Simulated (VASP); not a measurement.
Level of theory: PBE GGA, VASP's PBE PAW potentials (set 64) (plane waves; VASP).

The input files of a VASP run:

**KPOINTS**
```
K-points
0
G
  9 9 9
0 0 0
```

**POSCAR**
```
Ba
1
   -2.5100000000     2.5100000000     2.5100000000
    2.5100000000    -2.5100000000     2.5100000000
    2.5100000000     2.5100000000    -2.5100000000
Ba
1
Direct
  0.0000000000   0.0000000000   0.0000000000
```

INCAR:
```
SYSTEM = Ba
PREC = Accurate
ENCUT = 400
EDIFF = 1E-6
NELM = 100
ALGO = Normal
LREAL = .FALSE.
LASPH = .TRUE.
ISMEAR = 1
SIGMA = 0.1
GGA = PE
LMAXMIX = 4
LWAVE = .FALSE.
LCHARG = .FALSE.
ISIF = 2
NBANDS = 7
```

POTCAR, in this order: Ba_sv (PBE.64 set). Program: vasp_std.

The resulting files:

**OSZICAR**
```
       N       E                     dE             d eps       ncg     rms          rms(c)
DAV:   1     0.562670951084E+02    0.56267E+02   -0.37869E+03   490   0.948E+02
DAV:   2    -0.698181176494E-02   -0.56274E+02   -0.55627E+02   644   0.165E+02
DAV:   3    -0.186495942013E+01   -0.18580E+01   -0.18411E+01   630   0.400E+01
DAV:   4    -0.190591980961E+01   -0.40960E-01   -0.40871E-01   777   0.483E+00
DAV:   5    -0.190617588397E+01   -0.25607E-03   -0.25607E-03   651   0.295E-01    0.162E+00
DAV:   6    -0.190592924216E+01    0.24664E-03   -0.26000E-03   616   0.770E-01    0.968E-01
DAV:   7    -0.190641509498E+01   -0.48585E-03   -0.62200E-03   560   0.123E+00    0.423E-02
DAV:   8    -0.190659896756E+01   -0.18387E-03   -0.39421E-04   833   0.155E-01    0.260E-02
DAV:   9    -0.190660806683E+01   -0.90993E-05   -0.87981E-06   553   0.354E-02    0.855E-03
DAV:  10    -0.190660983556E+01   -0.17687E-05   -0.50255E-06   742   0.205E-02    0.189E-03
DAV:  11    -0.190660982857E+01    0.69889E-08   -0.23850E-07   315   0.723E-03
   1 F= -.19066098E+01 E0= -.19060170E+01  d E =-.177842E-02
```

**OUTCAR**
```
------------------------ aborting loop because EDIFF is reached ----------------------------------------
  FORCE on cell =-STRESS in cart. coord.  units (eV):
  Direction    XX          YY          ZZ          XY          YZ          ZX
  --------------------------------------------------------------------------------------
  Total        0.0266966      0.0266966      0.0266966      0.0000000      0.0000000     -0.0000000
  in kB        0.6762169      0.6762169      0.6762169      0.0000000      0.0000000     -0.0000000
  external PRESSURE =       0.6762169 kB  Pullay stress =       0.0000000 kB
  volume of cell :       63.25
      direct lattice vectors                 reciprocal lattice vectors
    -2.510000000  2.510000000  2.510000000     0.000000000  0.199203187  0.199203187
     2.510000000 -2.510000000  2.510000000     0.199203187  0.000000000  0.199203187
     2.510000000  2.510000000 -2.510000000     0.199203187  0.199203187  0.000000000
 POSITION                                       TOTAL-FORCE (eV/Angst)
 -----------------------------------------------------------------------------------
      0.00000      0.00000      0.00000        -0.000000     -0.000000     -0.000000
 -----------------------------------------------------------------------------------
    total drift:                               -0.000000     -0.000000     -0.000000
  FREE ENERGIE OF THE ION-ELECTRON SYSTEM (eV)
  ---------------------------------------------------
  free  energy   TOTEN  =        -1.9066098286 eV

  energy  without entropy=       -1.9048314122  energy(sigma->0) =       -1.90601702
```
(Selected blocks of OUTCAR.)

The compound is Ba in the bcc structure. The cell was not relaxed at this level. The run is one of a series of settings (NBANDS = 7 against the base run), some of them coarse on purpose.
